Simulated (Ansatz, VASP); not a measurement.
# ZrSeS: VASP beside Ansatz, part 2 of 3

Aim: how closely do two programs agree when they are given the same cell, functional and k mesh? The cell is taken from a series of runs on this material, whose earlier steps may have relaxed, scaled, displaced or heated it; both programs get it as it stands.

VASP 6.6.1 and Ansatz 0.2.0.

So far: The structure; Ansatz: zone-centre phonons, PBEsol, pair 1.

### Step 3. VASP: zone-centre phonons, PBEsol, pair 1

Level of this step: PBEsol; plane waves and PAW (Zr_sv, S, Se) (VASP).

The same cell, functional, mesh and smearing now go to VASP, with its own data sets.

Lines of VASP's logs that name or quote its potential files are left out, and so is its time.

The input, INCAR:

```
SYSTEM = ZrSeS
PREC = Accurate
ENCUT = 500
EDIFF = 1E-08
NELM = 120
ISMEAR = 0
SIGMA = 0.02
LREAL = .FALSE.
ALGO = Normal
GGA = PS
NBANDS = 18
LASPH = .TRUE.
LORBIT = 11
LWAVE = .FALSE.
LCHARG = .FALSE.
ISIF = 2
IBRION = 8
GGA_COMPAT = .FALSE.
EFERMI = MIDGAP
NELMDL = -8
KPAR = 2
```

The input, POSCAR:

```
ZrSeS
1.0
    3.5747741265      0.0000000000      0.0000000000
   -1.7873870632      3.0958452063      0.0000000000
    0.0000000000      0.0000000000     30.0000000000
Zr S Se
1 1 1
Direct
    0.0000000000      0.0000000000      0.3348388350
    0.3333333333      0.6666666667      0.3830074262
    0.6666666667      0.3333333333      0.2788204054
```

The input, KPOINTS:

```
Automatic mesh
0
Gamma
12 12 1
0 0 0
```

PAW data sets: Zr_sv, S and Se (PBE family, release 64).

Launch:

```sh
$ mpirun -np 2 vasp_std
```

Numbers of over 12 decimals in the logs are rounded to 6 here.

Log:

```text
[banner, memory and clock lines left out]
running    2 mpi-ranks, on    1 nodes
 distrk:  each k-point on    1 cores,    2 groups
 distr:  one band on    1 cores,    1 groups

 POSCAR found type information on POSCAR ZrS Se
 POSCAR found :  3 types and       3 ions
|                                                                             |
|               ----> ADVICE to this user running VASP <----                  |
|                                                                             |
|     You enforced a specific xc type in the INCAR file but a different       |
|     [... a line on the potential file left out ...]
|     I HOPE YOU KNOW WHAT YOU ARE DOING!                                     |
|                                                                             |

 LDA part: xc-table for (Slater+PW92), standard interpolation
 POSCAR, INCAR and KPOINTS ok, starting setup
 FFT: planning ... GRIDC
 FFT: planning ... GRID_SOFT
 FFT: planning ... GRID
 WAVECAR not read
 entering main loop
       N       E                     dE             d eps       ncg     rms          rms(c)
DAV:   1     0.146250573479E+03    0.14625E+03   -0.99043E+03   940   0.926E+02
DAV:   2    -0.376345801920E+01   -0.15001E+03   -0.14765E+03   914   0.209E+02
DAV:   3    -0.227807689486E+02   -0.19017E+02   -0.18968E+02  1272   0.628E+01
DAV:   4    -0.231693520256E+02   -0.38858E+00   -0.38787E+00   982   0.992E+00
DAV:   5    -0.231868418459E+02   -0.17490E-01   -0.17481E-01  1100   0.161E+00
DAV:   6    -0.231871218575E+02   -0.28001E-03   -0.27995E-03   992   0.240E-01
DAV:   7    -0.231871369514E+02   -0.15094E-04   -0.15093E-04  1102   0.375E-02
DAV:   8    -0.231871371537E+02   -0.20226E-06   -0.20220E-06  1016   0.621E-03    0.169E+01
DAV:   9    -0.216958281165E+02    0.14913E+01   -0.52408E+00   766   0.129E+01    0.755E+00
DAV:  10    -0.215841133068E+02    0.11171E+00   -0.74278E-01   926   0.452E+00    0.245E+00
DAV:  11    -0.215817946774E+02    0.23186E-02   -0.10977E-01   910   0.188E+00    0.910E-01
DAV:  12    -0.215788705239E+02    0.29242E-02   -0.10748E-02   990   0.773E-01    0.362E-01
DAV:  13    -0.215778251833E+02    0.10453E-02   -0.28141E-03   992   0.343E-01    0.117E-01
DAV:  14    -0.215774249224E+02    0.40026E-03   -0.54063E-04   974   0.133E-01    0.447E-02
[...]
DAV:  23    -0.215782851714E+02   -0.20657E-04   -0.10525E-06   824   0.249E-03    0.411E-04
DAV:  24    -0.215782899102E+02   -0.47387E-05   -0.96167E-08   892   0.841E-04    0.394E-04
DAV:  25    -0.215782945439E+02   -0.46337E-05   -0.13159E-07   884   0.860E-04    0.142E-04
DAV:  26    -0.215782955944E+02   -0.10505E-05   -0.90914E-09   806   0.292E-04    0.886E-05
DAV:  27    -0.215782962180E+02   -0.62363E-06   -0.42822E-09   756   0.185E-04    0.545E-05
DAV:  28    -0.215782963784E+02   -0.16037E-06    0.22991E-11   656   0.826E-05    0.356E-05
DAV:  29    -0.215782964103E+02   -0.31902E-07    0.51142E-10   626   0.406E-05    0.194E-05
DAV:  30    -0.215782964197E+02   -0.93776E-08    0.63433E-10   560   0.265E-05
   1 F= -.21578296E+02 E0= -.21578296E+02  d E =-.178879E-08
 Linear response reoptimize wavefunctions to high precision
DAV:   1    -0.215782964215E+02   -0.18140E-08    0.65130E-10   594   0.129E-05
DAV:   2    -0.215782964215E+02   -0.21828E-10    0.67059E-10   470   0.369E-06
 Linear response DOF=           6
 Linear response progress:
  Degree of freedom:   1/  6
       N       E                     dE             d eps       ncg     rms          rms(c)
RMM:   1    -0.713234031789E+00   -0.71323E+00    0.30084E+00  2913   0.148E+01
RMM:   2    -0.658381431964E+00    0.54853E-01   -0.21634E-01  4274   0.287E+00    0.236E-01
RMM:   3    -0.660755825128E+00   -0.23744E-02   -0.39750E-02  5097   0.891E-01    0.968E-02
RMM:   4    -0.663292300766E+00   -0.25365E-02   -0.96621E-03  6524   0.327E-01    0.536E-02
RMM:   5    -0.663615654766E+00   -0.32335E-03   -0.50066E-04  6690   0.103E-01    0.223E-02
RMM:   6    -0.663577000897E+00    0.38654E-04   -0.13401E-04  6803   0.529E-02    0.416E-03
RMM:   7    -0.663549271266E+00    0.27730E-04   -0.42513E-05  7071   0.281E-02    0.177E-03
[...]
first order change of Fermi-energy  -0.22938E-03
 force on displaced ion       1 direction 1 :  -3.208   0.001  -0.000
 Linear response progress:
  Degree of freedom:   2/  6
       N       E                     dE             d eps       ncg     rms          rms(c)
RMM:   1    -0.885557151194E+00   -0.88556E+00    0.33806E+00   761   0.153E+01
RMM:   2    -0.830853037586E+00    0.54704E-01   -0.20238E-01  1085   0.271E+00    0.253E-01
RMM:   3    -0.833199628204E+00   -0.23466E-02   -0.47809E-02  1317   0.876E-01    0.118E-01
RMM:   4    -0.836662772443E+00   -0.34631E-02   -0.13225E-02  1548   0.324E-01    0.854E-02
RMM:   5    -0.836996778108E+00   -0.33401E-03   -0.37303E-04  1686   0.858E-02    0.576E-02
RMM:   6    -0.837021247802E+00   -0.24470E-04   -0.12249E-04  1505   0.602E-02    0.122E-02
RMM:   7    -0.837016586677E+00    0.46611E-05   -0.39964E-05  1651   0.282E-02    0.748E-03
RMM:   8    -0.837014834837E+00    0.17518E-05   -0.15694E-05  1764   0.168E-02    0.290E-03
RMM:   9    -0.837008499078E+00    0.63358E-05   -0.12956E-05  1747   0.115E-02    0.148E-03
RMM:  10    -0.837013540095E+00   -0.50410E-05   -0.12997E-05  1685   0.733E-03    0.483E-04
[...]
RMM:   8    -0.102929937625E+00   -0.36353E-05   -0.11748E-06  6863   0.396E-03    0.364E-04
RMM:   9    -0.102928132121E+00    0.18055E-05   -0.16616E-05  6825   0.189E-03    0.313E-04
RMM:  10    -0.102929093413E+00   -0.96129E-06   -0.54210E-06  7021   0.997E-04    0.141E-04
RMM:  11    -0.102928645386E+00    0.44803E-06   -0.34751E-06  7057   0.514E-04    0.819E-05
RMM:  12    -0.102928628295E+00    0.17091E-07   -0.24677E-06  7130   0.282E-04    0.333E-05
RMM:  13    -0.102928673192E+00   -0.44897E-07   -0.12026E-06  7167   0.151E-04    0.130E-05
RMM:  14    -0.102928689263E+00   -0.16071E-07   -0.59696E-07  7196   0.837E-05    0.919E-06
RMM:  15    -0.102928724780E+00   -0.35517E-07   -0.27417E-07  7049   0.506E-05    0.177E-06
RMM:  16    -0.102928731169E+00   -0.63886E-08   -0.14682E-07  7151   0.332E-05    0.741E-07
RMM:  17    -0.102928729978E+00    0.11913E-08   -0.10618E-07  6814   0.240E-05    0.145E-06
RMM:  18    -0.102928736152E+00   -0.61749E-08   -0.48215E-08  6647   0.196E-05    0.105E-06
 first order change of Fermi-energy   0.10846E-03
 force on displaced ion       2 direction 1 :  -5.053   0.001   0.002
 Linear response progress:
  Degree of freedom:   4/  6
       N       E                     dE             d eps       ncg     rms          rms(c)
RMM:   1    -0.157376285128E+00   -0.15738E+00   -0.10936E-01  1736   0.174E+00
RMM:   2    -0.144250302570E+00    0.13126E-01   -0.12557E-02  1351   0.534E-01    0.266E-01
RMM:   3    -0.144308618250E+00   -0.58316E-04   -0.12320E-03  1275   0.184E-01    0.162E-01
RMM:   4    -0.144427878462E+00   -0.11926E-03   -0.29131E-04  1426   0.801E-02    0.630E-02
RMM:   5    -0.144496492140E+00   -0.68614E-04   -0.85242E-05  1530   0.404E-02    0.133E-02
RMM:   6    -0.144441010583E+00    0.55482E-04   -0.23672E-05  1578   0.188E-02    0.560E-03
RMM:   7    -0.144433110552E+00    0.79000E-05   -0.61360E-06  1620   0.909E-03    0.255E-03
RMM:   8    -0.144437270143E+00   -0.41596E-05   -0.10294E-05  1621   0.455E-03    0.118E-03
RMM:   9    -0.144437073896E+00    0.19625E-06   -0.67544E-06  1638   0.236E-03    0.492E-04
RMM:  10    -0.144435425888E+00    0.16480E-05   -0.23111E-06  1605   0.141E-03    0.223E-04
RMM:  11    -0.144433968720E+00    0.14572E-05   -0.62603E-07  1624   0.779E-04    0.191E-04
RMM:  12    -0.144432374000E+00    0.15947E-05   -0.27489E-06  1506   0.658E-04    0.141E-04
RMM:  13    -0.144431878453E+00    0.49555E-06   -0.67958E-07  1560   0.452E-04    0.329E-05
RMM:  14    -0.144431599690E+00    0.27876E-06    0.29153E-07  1647   0.231E-04    0.236E-05
RMM:  15    -0.144431688445E+00   -0.88755E-07   -0.27163E-08  1642   0.143E-04    0.173E-05
RMM:  16    -0.144431626328E+00    0.62117E-07    0.29875E-07  1628   0.943E-05    0.112E-05
RMM:  17    -0.144431591840E+00    0.34488E-07   -0.35515E-08  1570   0.718E-05    0.473E-06
RMM:  18    -0.144431597460E+00   -0.56198E-08   -0.31836E-08  1642   0.487E-05    0.376E-06
 first order change of Fermi-energy  -0.10855E+01
 force on displaced ion       2 direction 3 :   0.000  -0.000 -10.184
 Linear response progress:
  Degree of freedom:   5/  6
       N       E                     dE             d eps       ncg     rms          rms(c)
RMM:   1    -0.830685286036E-01   -0.83069E-01   -0.23796E-02  6766   0.124E+00
RMM:   2    -0.771308793570E-01    0.59376E-02   -0.79574E-03  5281   0.375E-01    0.937E-02
RMM:   3    -0.775066356396E-01   -0.37576E-03   -0.13294E-03  5842   0.134E-01    0.548E-02
RMM:   4    -0.779563839089E-01   -0.44975E-03   -0.31810E-04  5610   0.808E-02    0.961E-03
RMM:   5    -0.779288040918E-01    0.27580E-04   -0.10697E-04  6299   0.334E-02    0.600E-03
RMM:   6    -0.779350124336E-01   -0.62083E-05   -0.21105E-05  6644   0.148E-02    0.332E-03
RMM:   7    -0.779443113269E-01   -0.92989E-05   -0.18067E-06  6861   0.658E-03    0.201E-03
RMM:   8    -0.779485841558E-01   -0.42728E-05   -0.60521E-06  6712   0.355E-03    0.443E-04
RMM:   9    -0.779502300950E-01   -0.16459E-05    0.29195E-06  6949   0.174E-03    0.289E-04
RMM:  10    -0.779506576961E-01   -0.42760E-06   -0.20584E-06  7055   0.901E-04    0.601E-05
RMM:  11    -0.779507595987E-01   -0.10190E-06    0.84023E-07  7093   0.461E-04    0.579E-05
RMM:  12    -0.779507924127E-01   -0.32814E-07   -0.72056E-07  7005   0.253E-04    0.313E-05
RMM:  13    -0.779507079989E-01    0.84414E-07    0.17579E-07  6966   0.143E-04    0.177E-05
RMM:  14    -0.779507386052E-01   -0.30606E-07   -0.25612E-07  7129   0.846E-05    0.113E-05
RMM:  15    -0.779507579919E-01   -0.19387E-07    0.21584E-08  7235   0.495E-05    0.652E-06
RMM:  16    -0.779507751037E-01   -0.17112E-07   -0.81253E-08  6973   0.307E-05    0.292E-06
RMM:  17    -0.779507822555E-01   -0.71518E-08    0.70564E-10  6880   0.212E-05    0.200E-06
 first order change of Fermi-energy   0.15875E-03
 force on displaced ion       3 direction 1 :  -3.205  -0.001  -0.001
 Linear response progress:
  Degree of freedom:   6/  6
       N       E                     dE             d eps       ncg     rms          rms(c)
RMM:   1    -0.129524576234E+00   -0.12952E+00   -0.18660E-02  1727   0.129E+00
RMM:   2    -0.121482416339E+00    0.80422E-02   -0.68949E-03  1335   0.384E-01    0.189E-01
RMM:   3    -0.121558465221E+00   -0.76049E-04   -0.77142E-04  1399   0.137E-01    0.126E-01
RMM:   4    -0.121709174547E+00   -0.15071E-03   -0.40789E-04  1458   0.787E-02    0.305E-02
RMM:   5    -0.121743530215E+00   -0.34356E-04   -0.10630E-04  1555   0.416E-02    0.922E-03
RMM:   6    -0.121717899262E+00    0.25631E-04   -0.34785E-05  1630   0.202E-02    0.513E-03
RMM:   7    -0.121712870320E+00    0.50289E-05   -0.53177E-06  1585   0.109E-02    0.116E-03
RMM:   8    -0.121718648467E+00   -0.57781E-05   -0.52444E-06  1629   0.515E-03    0.104E-03
RMM:   9    -0.121718645418E+00    0.30490E-08   -0.10431E-06  1670   0.269E-03    0.454E-04
RMM:  10    -0.121719342772E+00   -0.69735E-06    0.15123E-06  1680   0.140E-03    0.186E-04
RMM:  11    -0.121718536992E+00    0.80578E-06    0.56223E-07  1657   0.674E-04    0.159E-04
RMM:  12    -0.121718686160E+00   -0.14917E-06   -0.14386E-06  1558   0.473E-04    0.851E-05
RMM:  13    -0.121718839248E+00   -0.15309E-06   -0.10538E-06  1645   0.262E-04    0.597E-05
RMM:  14    -0.121718922407E+00   -0.83160E-07   -0.37911E-07  1574   0.172E-04    0.528E-05
RMM:  15    -0.121718925407E+00   -0.29994E-08   -0.94296E-08  1618   0.124E-04    0.155E-05
 first order change of Fermi-energy  -0.70374E+00
 force on displaced ion       3 direction 3 :   0.000   0.000 -10.250
 Linear response finished
```

Parts of OUTCAR (step 3):

```text
ion  position               nearest neighbor table
   1  0.000  0.000  0.335-   2 2.52   2 2.52   2 2.52   3 2.66   3 2.66   3 2.66
   2  0.333  0.667  0.383-   1 2.52   1 2.52   1 2.52
   3  0.667  0.333  0.279-   1 2.66   1 2.66   1 2.66

  LATTYP: Found a hexagonal cell.
 ALAT       =     3.5747741265
 C/A-ratio  =     8.3921386187

 Subroutine GETGRP returns: Found  6 space group operations
 (whereof  6 operations were pure point group operations)

The static configuration has the point symmetry C_3v.

 Found     19 irreducible k-points:

   k-points           NKPTS =     19   k-points in BZ     NKDIM =     19   number of bands    NBANDS=     18

   dimension x,y,z NGX =    28 NGY =   28 NGZ =  224
   dimension x,y,z NGXF=    56 NGYF=   56 NGZF=  448

   ENCUT  =  500.0 eV  36.75 Ry    6.06 a.u.   6.52  6.52 54.70*2*pi/ulx,y,z

   NELECT =      24.0000    total number of electrons

 k-points in reciprocal lattice and weights: Automatic mesh
   0.00000000  0.00000000  0.00000000       0.007
   0.08333333  0.00000000  0.00000000       0.042
   0.16666667  0.00000000  0.00000000       0.042
   0.25000000  0.00000000  0.00000000       0.042
   0.33333333  0.00000000  0.00000000       0.042
   0.41666667  0.00000000  0.00000000       0.042
   0.50000000  0.00000000  0.00000000       0.021
   0.08333333  0.08333333  0.00000000       0.042
   0.16666667  0.08333333  0.00000000       0.083
[...]
0.33333333  0.25000000  0.00000000       0.083
   0.33333333  0.33333333  0.00000000       0.014

 average (electrostatic) potential at core
       1 -87.1251       2 -94.4728       3 -60.7237

  Total        2.0976170      2.0976170      0.0568823      0.0000000      0.0000000      0.0000000
  in kB       10.1224975     10.1224975      0.2744978      0.0000000      0.0000000      0.0000000
  external PRESSURE =       6.8398309 kB  Pullay stress =       0.0000000 kB

  energy-cutoff  :      500.00
  volume of cell :      332.01
      direct lattice vectors                 reciprocal lattice vectors
     3.574774126  0.000000000  0.000000000     0.279737954  0.161506783  0.000000000
    -1.787387063  3.095845206  0.000000000     0.000000000  0.323013566  0.000000000
     0.000000000  0.000000000 30.000000000     0.000000000  0.000000000  0.033333333

 POSITION                                       TOTAL-FORCE (eV/Angst)
 -----------------------------------------------------------------------------------
      0.00000      0.00000     10.04517        -0.000000      0.000000      0.009511
     -0.00000      2.06390     11.49022         0.000000     -0.000000      0.019161
      1.78739      1.03195      8.36461        -0.000000      0.000000     -0.028671
 -----------------------------------------------------------------------------------
    total drift:                               -0.000000     -0.000000     -0.000205

 Eigenvectors and eigenvalues of the dynamical matrix
 ----------------------------------------------------

   1 f  =   10.209282 THz    64.146814 2PiTHz  340.545008 cm-1    42.222181 meV
             X         Y         Z           dx          dy          dz
      0.000000  0.000000 10.045165     0.000000    0.000000   -0.579919
     -0.000000  2.063897 11.490223    -0.000000   -0.000000    0.807373
      1.787387  1.031948  8.364612     0.000000    0.000000    0.108831

   2 f  =    7.142945 THz    44.880446 2PiTHz  238.262994 cm-1    29.540833 meV
             X         Y         Z           dx          dy          dz
      0.000000  0.000000 10.045165     0.000000    0.000000    0.461214
     -0.000000  2.063897 11.490223    -0.000000   -0.000000    0.435486
      1.787387  1.031948  8.364612     0.000000    0.000000   -0.773068

   3 f  =    6.773464 THz    42.558928 2PiTHz  225.938432 cm-1    28.012783 meV
             X         Y         Z           dx          dy          dz
      0.000000  0.000000 10.045165     0.237541    0.113590   -0.000000
     -0.000000  2.063897 11.490223    -0.826381   -0.395168   -0.000000
      1.787387  1.031948  8.364612     0.273056    0.130573    0.000000

   4 f  =    6.773464 THz    42.558928 2PiTHz  225.938432 cm-1    28.012783 meV
             X         Y         Z           dx          dy          dz
      0.000000  0.000000 10.045165     0.113590   -0.237541   -0.000000
     -0.000000  2.063897 11.490223    -0.395168    0.826381    0.000000
      1.787387  1.031948  8.364612     0.130573   -0.273056    0.000000

   5 f  =    3.338602 THz    20.977052 2PiTHz  111.363762 cm-1    13.807341 meV
             X         Y         Z           dx          dy          dz
      0.000000  0.000000 10.045165    -0.628770   -0.300676    0.000000
     -0.000000  2.063897 11.490223     0.032753    0.015662    0.000000
      1.787387  1.031948  8.364612     0.646113    0.308969    0.000000

   6 f  =    3.338602 THz    20.977052 2PiTHz  111.363762 cm-1    13.807341 meV
             X         Y         Z           dx          dy          dz
      0.000000  0.000000 10.045165    -0.300676    0.628770    0.000000
     -0.000000  2.063897 11.490223     0.015662   -0.032753    0.000000
      1.787387  1.031948  8.364612     0.308969   -0.646113    0.000000

   7 f/i=    0.000853 THz     0.005357 2PiTHz    0.028442 cm-1     0.003526 meV
             X         Y         Z           dx          dy          dz
      0.000000  0.000000 10.045165    -0.000000   -0.000000   -0.671548
     -0.000000  2.063897 11.490223    -0.000000   -0.000000   -0.398122
      1.787387  1.031948  8.364612    -0.000000   -0.000000   -0.624918

   8 f/i=    0.022068 THz     0.138659 2PiTHz    0.736117 cm-1     0.091267 meV
             X         Y         Z           dx          dy          dz
      0.000000  0.000000 10.045165     0.206338   -0.634302   -0.000000
     -0.000000  2.063897 11.490223     0.123590   -0.379927   -0.000000
      1.787387  1.031948  8.364612     0.194534   -0.598016   -0.000000

   9 f/i=    0.022068 THz     0.138659 2PiTHz    0.736117 cm-1     0.091267 meV
             X         Y         Z           dx          dy          dz
      0.000000  0.000000 10.045165     0.634302    0.206338   -0.000000
     -0.000000  2.063897 11.490223     0.379927    0.123590   -0.000000
      1.787387  1.031948  8.364612     0.598016    0.194534   -0.000000

 ELASTIC MODULI CONTR FROM IONIC RELAXATION (kBar)
 Direction    XX          YY          ZZ          XY          YZ          ZX
 --------------------------------------------------------------------------------
 XX        -100.4172    -52.7923   -145.5437     -0.0000     60.6699      0.0000
 YY         -52.7923   -100.4172   -145.5437     -0.0000    -60.6699     -0.0000
 ZZ        -145.5437   -145.5437   -280.4940     -0.0000     -0.0000      0.0000
 XY          -0.0000     -0.0000     -0.0000    -23.8124     -0.0000     55.6563
 YZ          60.6699    -60.6699     -0.0000     -0.0000   -163.3448     -0.0000
 ZX           0.0000     -0.0000      0.0000     55.6563     -0.0000   -135.9208
 --------------------------------------------------------------------------------
```

### Step 4. Differences

Known differences besides the potentials themselves: Ansatz cuts the interaction across the vacuum, VASP repeats the sheet without a dipole correction; the data sets hold 34 valence electrons in Ansatz (on its PAW soft_1 files) and 24 in VASP; the cutoff is 420 eV in Ansatz and 500 eV in VASP; Ansatz makes its cores anew for this functional, VASP keeps those of its PBE data sets. Total energies have different zeros and are not compared.

The two programs side by side:

| quantity | Ansatz | VASP | difference |
| --- | --- | --- | --- |
| optical mode 1 to 2 (cm⁻¹) | 109.7 | 111.4 | -1.47 % |
| optical mode 3 to 4 (cm⁻¹) | 225.4 | 225.9 | -0.22 % |
| optical mode 5 (cm⁻¹) | 237.7 | 238.3 | -0.22 % |
| optical mode 6 (cm⁻¹) | 340.4 | 340.5 | -0.03 % |

Modes are paired by rising frequency, not by their patterns, so a pair may set unlike modes beside each other; they are those without the splitting of longitudinal modes. Where the cell holds vacuum, a pressure given here is an average over it and none of the material.

[end of part 2 of 3]

[Lines on the potential files, build, host, timing and source positions are cut from VASP's logs without a mark.]

[Logs are printed without paths, hosts, clocks, repeated set-up lines and the standing remarks that a program may print on its own settings, such as how far it seeks lower states.]

[Hosts, paths, dates, database ids (printed as entryN), source tags and the programs' standing remarks are cut or masked in the printed files.]
